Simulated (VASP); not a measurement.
OSZICAR of a VASP run on Pd (fcc):

File OSZICAR:
```
       N       E                     dE             d eps       ncg     rms          rms(c)
DAV:   1     0.302203335489E+02    0.30220E+02   -0.45709E+03  2176   0.840E+02
DAV:   2    -0.654307180801E+01   -0.36763E+02   -0.35726E+02  2362   0.174E+02
DAV:   3    -0.685009027120E+01   -0.30702E+00   -0.30505E+00  2542   0.182E+01
DAV:   4    -0.685176315679E+01   -0.16729E-02   -0.16727E-02  2596   0.121E+00
DAV:   5    -0.685178051568E+01   -0.17359E-04   -0.17358E-04  2524   0.986E-02    0.913E+00
DAV:   6    -0.652436883882E+01    0.32741E+00   -0.14534E+00  2201   0.114E+01    0.430E+00
DAV:   7    -0.650703057750E+01    0.17338E-01   -0.13195E-02  2545   0.959E-01    0.219E+00
DAV:   8    -0.650117133096E+01    0.58592E-02   -0.15904E-03  2351   0.374E-01    0.743E-02
DAV:   9    -0.650117762650E+01   -0.62955E-05   -0.10220E-05  2959   0.327E-02    0.177E-02
DAV:  10    -0.650118059264E+01   -0.29661E-05   -0.16384E-06  2465   0.113E-02    0.168E-03
DAV:  11    -0.650118058534E+01    0.73036E-08   -0.14093E-08  1170   0.112E-03
   1 F= -.65011806E+01 E0= -.65014520E+01  d E =-.650118E+01
       N       E                     dE             d eps       ncg     rms          rms(c)
DAV:   1    -0.650580267562E+01   -0.46221E-02   -0.98164E-02  2189   0.357E+00    0.481E-01
DAV:   2    -0.650108876070E+01    0.47139E-02   -0.22724E-02  2175   0.140E+00    0.117E-01
DAV:   3    -0.650104070910E+01    0.48052E-04   -0.21089E-04  2634   0.112E-01    0.689E-02
DAV:   4    -0.650104114436E+01   -0.43527E-06   -0.56760E-05  2424   0.592E-02    0.458E-03
DAV:   5    -0.650104121672E+01   -0.72352E-07   -0.44439E-07  2093   0.674E-03
   2 F= -.65010412E+01 E0= -.65013178E+01  d E =0.139369E-03
       N       E                     dE             d eps       ncg     rms          rms(c)
DAV:   1    -0.650340218974E+01   -0.23610E-02   -0.44927E-02  2186   0.242E+00    0.321E-01
DAV:   2    -0.650124741477E+01    0.21548E-02   -0.10444E-02  2175   0.950E-01    0.837E-02
DAV:   3    -0.650122583532E+01    0.21579E-04   -0.92495E-05  2582   0.742E-02    0.493E-02
DAV:   4    -0.650122578946E+01    0.45858E-07   -0.25160E-05  2424   0.395E-02    0.268E-03
DAV:   5    -0.650122588888E+01   -0.99421E-07   -0.21685E-07  1681   0.436E-03
   3 F= -.65012259E+01 E0= -.65014990E+01  d E =-.453035E-04
```

Question: Which electronic solver shows in the log?

Answer: It is blocked Davidson (ALGO = Normal, or the opening steps of other solvers). The INCAR had ALGO = Normal.

Question: Can the final energy be trusted as converged?

Answer: Self-consistency was reached. It stopped with EDIFF = 1E-6, NELM = 100, NSW = 60 and EDIFFG = -0.01 after 3 ionic steps (LDA (Ceperley-Alder, Perdew-Zunger), plane waves, VASP's LDA PAW potentials (set 64)).

The compound is Pd in the fcc structure. This run relaxes it. Symmetry was kept, so distortions that lower it aren't found. The start is the result of an earlier pass.
